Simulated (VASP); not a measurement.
Output of a VASP run:

OSZICAR:
```
       N       E                     dE             d eps       ncg     rms          rms(c)
DAV:   1    -0.374698738623E+01   -0.37470E+01   -0.15598E+03  3762   0.444E+02
DAV:   2    -0.757551972760E+01   -0.38285E+01   -0.36774E+01  5658   0.523E+01
DAV:   3    -0.759691180380E+01   -0.21392E-01   -0.21141E-01  4782   0.375E+00
DAV:   4    -0.759693062425E+01   -0.18820E-04   -0.18820E-04  5532   0.110E-01
DAV:   5    -0.759693064301E+01   -0.18760E-07   -0.19421E-07  4560   0.154E-03    0.121E+00
RMM:   6    -0.755071751261E+01    0.46213E-01   -0.53508E-03  3696   0.114E+00    0.745E-01
RMM:   7    -0.753225984796E+01    0.18458E-01   -0.69299E-03  3696   0.114E+00    0.263E-02
RMM:   8    -0.753226580258E+01   -0.59546E-05   -0.41877E-04  3693   0.270E-01    0.106E-02
RMM:   9    -0.753227109016E+01   -0.52876E-05   -0.23403E-05  3511   0.441E-02
   1 F= -.75322711E+01 E0= -.75321928E+01  d E =-.753227E+01
```

### OUTCAR
```
------------------------ aborting loop because EDIFF is reached ----------------------------------------
  FORCE on cell =-STRESS in cart. coord.  units (eV):
  Direction    XX          YY          ZZ          XY          YZ          ZX
  --------------------------------------------------------------------------------------
  Total        0.0219200      0.0219200     -0.0212677      0.0000000     -0.0000000      0.0000000
  in kB        2.2182404      2.2182400     -2.1522335      0.0000000     -0.0000000      0.0000000
  external PRESSURE =       0.7614157 kB  Pullay stress =       0.0000000 kB
  volume of cell :       15.83
      direct lattice vectors                 reciprocal lattice vectors
     1.133418950 -1.963139038  0.000000000     0.441143145 -0.254694135  0.000000000
     1.133418950  1.963139038  0.000000000     0.441143145  0.254694135  0.000000000
     0.000000000  0.000000000  3.557712549     0.000000000  0.000000000  0.281079482
 POSITION                                       TOTAL-FORCE (eV/Angst)
 -----------------------------------------------------------------------------------
      1.13342      0.65438      0.88943        -0.000000     -0.000000      0.000000
      1.13342     -0.65438      2.66828         0.000000      0.000000      0.000000
 -----------------------------------------------------------------------------------
    total drift:                                0.000000     -0.000003      0.000005
  FREE ENERGIE OF THE ION-ELECTRON SYSTEM (eV)
  ---------------------------------------------------
  free  energy   TOTEN  =        -7.5322710902 eV

  energy  without entropy=       -7.5320362612  energy(sigma->0) =       -7.53219281

 reached required accuracy - stopping structural energy minimisation
```
(Selected blocks of OUTCAR.)

**POSCAR**
```
Be
1
    1.1334189496    -1.9631390376     0.0000000000
    1.1334189496     1.9631390376     0.0000000000
    0.0000000000     0.0000000000     3.5577125486
Be
2
Direct
  0.3333330000   0.6666670000   0.2500000000
  0.6666670000   0.3333330000   0.7500000000
```

**Question.** Reconstruct the remaining input files.

**Answer.** This is not unique; one that fits is the input of the run itself, PBE GGA, plane waves, VASP's PBE PAW potentials (set 64).

File KPOINTS:
```
Automatic mesh
0
Gamma
20 20 12
0 0 0
```

INCAR:
```
LWAVE  =  .False.
SIGMA  =  0.1   ! width (eV)
EDIFFG  =  -0.03   ! ionic stop
LASPH  =  .True.   ! aspherical one-centre terms
SYSTEM  =  Be
NELMIN  =  4
EDIFF  =  1E-5
ENCUT  =  400   ! plane-wave cut-off (eV)
NELM  =  100   ! most electronic steps
IBRION  =  2
LREAL  =  .False.   ! projection in real space or not
GGA  =  PE   ! PBE
NSW  =  20
PREC  =  Normal
ISMEAR  =  1   ! Methfessel-Paxton
ALGO  =  Fast
LCHARG  =  .False.
ISIF  =  2   ! forces and stress, cell fixed
```

POTCAR, in this order: Be (PBE.64 set). Program: vasp_std.

The compound is Be in the hcp structure. It was relaxed first.
